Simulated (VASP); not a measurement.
```
CELL_PARAMETERS angstrom
      0.00000     2.21044     2.21044
      2.21044     0.00000     2.21044
      2.21044     2.21044     0.00000
ATOMIC_POSITIONS crystal
  Al 0.00000 0.00000 0.00000
  N  0.25000 0.25000 0.25000
```

All values below come from PBEsol GGA, VASP's PBE PAW potentials (set 64) (plane waves; VASP 6.6.1). Run with 520 eV cut-off, 10×10×10 Γ-centred mesh, Gaussian smearing of 0.050 eV, potentials Al N.

Give the stress tensor in GPa (positive for a compressed cell).

```
-5.63   0.00   0.00
 0.00  -5.63   0.00
 0.00   0.00  -5.63
```
The pressure is its mean diagonal, -5.63 GPa.

The compound is AlN in the zinc blende structure, a metastable form; wurtzite is the usual one. This cell is one point of a volume scan, at 1.03 of the reference volume.
